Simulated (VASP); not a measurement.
Calculation: PBEsol GGA, VASP's PBE PAW potentials (set 64) (plane waves; VASP 6.6.1).

VASP input:

### INCAR
```
! general
SYSTEM  = BaZrO3
PREC    = Accurate
ENCUT   = 520
LREAL   = .False.
LASPH   = .True.

! electronic loop
EDIFF   = 1E-7
NELM    = 100
ALGO    = Normal
LMAXMIX = 4

! smearing
ISMEAR  = 0
SIGMA   = 0.05

! functional
GGA     = PS

! ions
ISIF    = 2

! output
LWAVE   = .False.
LCHARG  = .False.
```

**KPOINTS**
```
Automatic mesh
0
G
5 5 5
0 0 0
```

POSCAR:
```
BaZrO3
1
    4.2314878467     0.0000000000     0.0000000000
    0.0000000000     4.2314878467     0.0000000000
    0.0000000000     0.0000000000     4.2314878467
Ba Zr O
1 1 3
Direct
  0.0000000000   0.0000000000   0.0000000000
  0.5000000000   0.5000000000   0.5000000000
  0.5000000000   0.0000000000   0.5000000000
  0.0000000000   0.5000000000   0.5000000000
  0.5000000000   0.5000000000   0.0000000000
```

POTCAR, in this order: Ba_sv Zr_sv O (PBE.64 set). Program: vasp_std.

The run wrote:

**OSZICAR**
```
       N       E                     dE             d eps       ncg     rms          rms(c)
DAV:   1     0.323934763961E+03    0.32393E+03   -0.22381E+04   480   0.163E+03
DAV:   2    -0.294436003095E+02   -0.35338E+03   -0.34765E+03   616   0.388E+02
DAV:   3    -0.501154402935E+02   -0.20672E+02   -0.20651E+02   808   0.938E+01
DAV:   4    -0.505430415795E+02   -0.42760E+00   -0.42750E+00   656   0.109E+01
DAV:   5    -0.505520649644E+02   -0.90234E-02   -0.90229E-02   688   0.119E+00    0.289E+01
DAV:   6    -0.437192746866E+02    0.68328E+01   -0.43800E+01   616   0.416E+01    0.134E+01
DAV:   7    -0.436356426080E+02    0.83632E-01   -0.35583E+00   696   0.106E+01    0.756E+00
DAV:   8    -0.435941296041E+02    0.41513E-01   -0.35399E-01   688   0.462E+00    0.701E-01
DAV:   9    -0.435925534671E+02    0.15761E-02   -0.46857E-02   696   0.128E+00    0.480E-01
DAV:  10    -0.435932236614E+02   -0.67019E-03   -0.13412E-02   624   0.103E+00    0.217E-01
DAV:  11    -0.435929159352E+02    0.30773E-03   -0.19373E-03   632   0.396E-01    0.311E-02
DAV:  12    -0.435929331073E+02   -0.17172E-04   -0.10459E-04   680   0.770E-02    0.314E-02
DAV:  13    -0.435929323365E+02    0.77080E-06   -0.14060E-05   624   0.277E-02    0.304E-03
DAV:  14    -0.435929324835E+02   -0.14694E-06   -0.14292E-06   696   0.900E-03    0.180E-03
DAV:  15    -0.435929324291E+02    0.54340E-07   -0.12625E-07   464   0.302E-03
   1 F= -.43592932E+02 E0= -.43592932E+02  d E =-.435058E-16
```

**OUTCAR**
```
------------------------ aborting loop because EDIFF is reached ----------------------------------------
  FORCE on cell =-STRESS in cart. coord.  units (eV):
  Direction    XX          YY          ZZ          XY          YZ          ZX
  --------------------------------------------------------------------------------------
  Total       -2.1041969     -2.1041969     -2.1041969     -0.0000000      0.0000000      0.0000000
  in kB      -44.4956607    -44.4956607    -44.4956607     -0.0000000      0.0000000      0.0000000
  external PRESSURE =     -44.4956607 kB  Pullay stress =       0.0000000 kB
  volume of cell :       75.77
      direct lattice vectors                 reciprocal lattice vectors
     4.231487847  0.000000000  0.000000000     0.236323496  0.000000000  0.000000000
     0.000000000  4.231487847  0.000000000     0.000000000  0.236323496  0.000000000
     0.000000000  0.000000000  4.231487847     0.000000000  0.000000000  0.236323496
 POSITION                                       TOTAL-FORCE (eV/Angst)
 -----------------------------------------------------------------------------------
      0.00000      0.00000      0.00000         0.000000      0.000000      0.000000
      2.11574      2.11574      2.11574         0.000000      0.000000      0.000000
      2.11574      0.00000      2.11574         0.000000      0.000000      0.000000
      0.00000      2.11574      2.11574         0.000000      0.000000      0.000000
      2.11574      2.11574      0.00000         0.000000      0.000000      0.000000
 -----------------------------------------------------------------------------------
    total drift:                                0.000000     -0.000000     -0.000000
  FREE ENERGIE OF THE ION-ELECTRON SYSTEM (eV)
  ---------------------------------------------------
  free  energy   TOTEN  =       -43.5929324291 eV

  energy  without entropy=      -43.5929324291  energy(sigma->0) =      -43.59293243
```
(Selected blocks of OUTCAR.)

The compound is BaZrO3 in the cubic perovskite structure. This cell is one point of a volume scan, at 1.03 of the reference volume.
